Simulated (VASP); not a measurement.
Level of theory: vdW-DF2, VASP's PBE PAW potentials (set 64) (plane waves; VASP).

VASP input:

### KPOINTS
```
Automatic mesh
0
Gamma
8 8 8
0 0 0
```

INCAR:
```
# general
SYSTEM   = CeO2
PREC     = Accurate
ENCUT    = 520
LREAL    = .FALSE.
LASPH    = .TRUE.

# electronic loop
EDIFF    = 1E-7
NELM     = 100   # most electronic steps
ALGO     = Normal   # blocked Davidson
LMAXMIX  = 6

# smearing
ISMEAR   = -5

# functional
GGA      = ML
LUSE_VDW = .TRUE.
AGGAC    = 0.0
ZAB_VDW  = -1.8867

# ions
ISIF     = 2   # forces and stress, cell fixed

# output
LWAVE    = .FALSE.
LCHARG   = .TRUE.
LORBIT   = 11   # lm-projected
NEDOS    = 601

# other
LEFG     = .TRUE.
```

File POSCAR:
```
CeO2
1
    0.0000000000     2.7918594911     2.7918594911
    2.7918594911     0.0000000000     2.7918594911
    2.7918594911     2.7918594911     0.0000000000
Ce O
1 2
Direct
  0.0000000000   0.0000000000   0.0000000000
  0.2500000000   0.2500000000   0.2500000000
  0.7500000000   0.7500000000   0.7500000000
```

POTCAR, in this order: Ce O (PBE.64 set). Program: vasp_std.

What VASP printed:

**OSZICAR**
```
       N       E                     dE             d eps       ncg     rms          rms(c)
DAV:   1     0.244616276586E+03    0.24462E+03   -0.11541E+04   928   0.194E+03
DAV:   2     0.109235642367E+02   -0.23369E+03   -0.22249E+03  1432   0.307E+02
DAV:   3    -0.255805121242E+02   -0.36504E+02   -0.36347E+02  1200   0.154E+02
DAV:   4    -0.272631533077E+02   -0.16826E+01   -0.16824E+01  1400   0.338E+01
DAV:   5    -0.273472000424E+02   -0.84047E-01   -0.84043E-01  1608   0.655E+00    0.247E+01
DAV:   6    -0.271733614216E+02    0.17384E+00   -0.15257E+02  1440   0.630E+01    0.438E+01
DAV:   7    -0.228534784136E+02    0.43199E+01   -0.37183E+02  1704   0.150E+02    0.175E+01
DAV:   8    -0.223483848673E+02    0.50509E+00   -0.63099E+00  1112   0.264E+01    0.138E+01
DAV:   9    -0.202305114528E+02    0.21179E+01   -0.91980E+00  1392   0.234E+01    0.359E+00
DAV:  10    -0.200525524666E+02    0.17796E+00   -0.53631E-01  1336   0.614E+00    0.265E+00
DAV:  11    -0.199546941163E+02    0.97858E-01   -0.19775E-01  1640   0.402E+00    0.215E+00
DAV:  12    -0.199322852745E+02    0.22409E-01   -0.16042E-02  1248   0.108E+00    0.168E+00
DAV:  13    -0.199328522510E+02   -0.56698E-03   -0.19877E+00  1280   0.122E+01    0.294E+00
DAV:  14    -0.199482883599E+02   -0.15436E-01   -0.48506E-02  1472   0.144E+00    0.326E+00
DAV:  15    -0.198864596574E+02    0.61829E-01   -0.16081E-01  1408   0.326E+00    0.177E+00
DAV:  16    -0.198572467801E+02    0.29213E-01   -0.25740E-01  1408   0.421E+00    0.248E-01
DAV:  17    -0.198578730061E+02   -0.62623E-03   -0.73028E-03  1464   0.757E-01    0.391E-01
DAV:  18    -0.198578191519E+02    0.53854E-04   -0.61890E-04  1352   0.191E-01    0.431E-01
DAV:  19    -0.198577955285E+02    0.23623E-04   -0.10383E-04  1648   0.832E-02    0.454E-01
DAV:  20    -0.198580363136E+02   -0.24079E-03   -0.90498E-04  1368   0.273E-01    0.304E-01
DAV:  21    -0.198576928257E+02    0.34349E-03   -0.12135E-03  1248   0.341E-01    0.115E-01
DAV:  22    -0.198576662156E+02    0.26610E-04   -0.91149E-05  1680   0.907E-02    0.535E-02
DAV:  23    -0.198576469582E+02    0.19257E-04   -0.14451E-04  1280   0.106E-01    0.101E-02
DAV:  24    -0.198576473307E+02   -0.37257E-06   -0.68596E-06  1608   0.212E-02    0.223E-03
DAV:  25    -0.198576472707E+02    0.60056E-07   -0.45321E-07  1088   0.516E-03
   1 F= -.19857647E+02 E0= -.19857647E+02  d E =0.000000E+00
```

### OUTCAR
```
------------------------ aborting loop because EDIFF is reached ----------------------------------------
  FORCE on cell =-STRESS in cart. coord.  units (eV):
  Direction    XX          YY          ZZ          XY          YZ          ZX
  --------------------------------------------------------------------------------------
  Total        0.0034860      0.0034860      0.0034860      0.0000000     -0.0000000      0.0000000
  in kB        0.1283296      0.1283296      0.1283296      0.0000000     -0.0000000      0.0000000
  external PRESSURE =       0.1283296 kB  Pullay stress =       0.0000000 kB
  volume of cell :       43.52
      direct lattice vectors                 reciprocal lattice vectors
     0.000000000  2.791859491  2.791859491    -0.179092107  0.179092107  0.179092107
     2.791859491  0.000000000  2.791859491     0.179092107 -0.179092107  0.179092107
     2.791859491  2.791859491  0.000000000     0.179092107  0.179092107 -0.179092107
 POSITION                                       TOTAL-FORCE (eV/Angst)
 -----------------------------------------------------------------------------------
      0.00000      0.00000      0.00000        -0.000000     -0.000000     -0.000000
      1.39593      1.39593      1.39593         0.000000     -0.000000      0.000000
      4.18779      4.18779      4.18779         0.000000      0.000000     -0.000000
 -----------------------------------------------------------------------------------
    total drift:                                0.000000     -0.000000      0.000000
  FREE ENERGIE OF THE ION-ELECTRON SYSTEM (eV)
  ---------------------------------------------------
  free  energy   TOTEN  =       -19.8576472707 eV

  energy  without entropy=      -19.8576472707  energy(sigma->0) =      -19.85764727

 total charge

# of ion       s       p       d       f       tot
--------------------------------------------------
    1        2.032   5.808   0.743   0.928   9.510
    2        1.571   3.435   0.000   0.000   5.005
    3        1.571   3.435   0.000   0.000   5.005
--------------------------------------------------
tot          5.173  12.677   0.743   0.928  19.520

 Electric field gradients after diagonalization (V/A^2)
 (convention: |V_zz| > |V_xx| > |V_yy|)
----------------------------------------------------------------------
 ion       V_xx      V_yy      V_zz     asymmetry (V_yy - V_xx)/ V_zz
----------------------------------------------------------------------
   1      -0.000    -0.000     0.001       0.000
   2      -0.001    -0.001     0.001       0.000
   3      -0.001    -0.001     0.001       0.000
```
(Selected blocks of OUTCAR.)

The compound is CeO2 in the fluorite structure. It was relaxed first, which changed the volume by +10 %. The run is not spin-polarised, so no magnetic state was tried.
